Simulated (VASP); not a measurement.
Consider the following.

```xyz
2
Lattice="1.1329 -1.9622 0.0000 1.1329 1.9622 0.0000 0.0000 0.0000 3.5613" Properties=species:S:1:pos:R:3 pbc="T T T"
Be     1.1329     0.6541     0.8903
Be     1.1329    -0.6541     2.6709
```

All values below come from r2SCAN meta-GGA, VASP's PBE PAW potentials (set 64) (plane waves; VASP). Run with 480 eV cut-off, 18×18×10 Γ-centred mesh, first-order Methfessel-Paxton smearing of 0.10 eV, potentials Be.

Energy and stress use the plane-wave basis of the starting cell.

Task: The ions, cell shape and volume at an external pressure of 20.0 GPa are relaxed. Give the cell that the relaxation ends in.

Result: 
```xyz
2
Lattice="1.0806 -1.8717 0.0000 1.0806 1.8717 0.0000 0.0000 0.0000 3.4356" Properties=species:S:1:pos:R:3 pbc="T T T"
Be     1.0806     0.6239     0.8589
Be     1.0806    -0.6239     2.5767
```
Space group P6_3/mmc (194), at a tolerance of 0.03 Å.

Task: How do energy and volume change from the first to the last step?

Result: The energy (σ→0) changes by +54.6 meV/atom and the volume by -12.2 %, in 7 ionic steps.

```
step  E(σ→0) (eV)  max force (eV/Å)  pressure (GPa)  volume (Å³)
----  -----------  ----------------  --------------  -----------
1         -8.6764             0.000            0.01        15.83
2         -8.5368             0.000           23.20        13.68
3         -8.5663             0.000           20.15        13.90
4         -8.5709             0.000           19.65        13.93
5         -8.5714             0.000           19.58        13.93
6         -8.5714             0.000           19.59        13.93
7         -8.5671             0.000           20.05        13.90
```

The compound is Be in the hcp structure. This run relaxes it under an external pressure of 20 GPa. Symmetry was kept, so distortions that lower it aren't found.
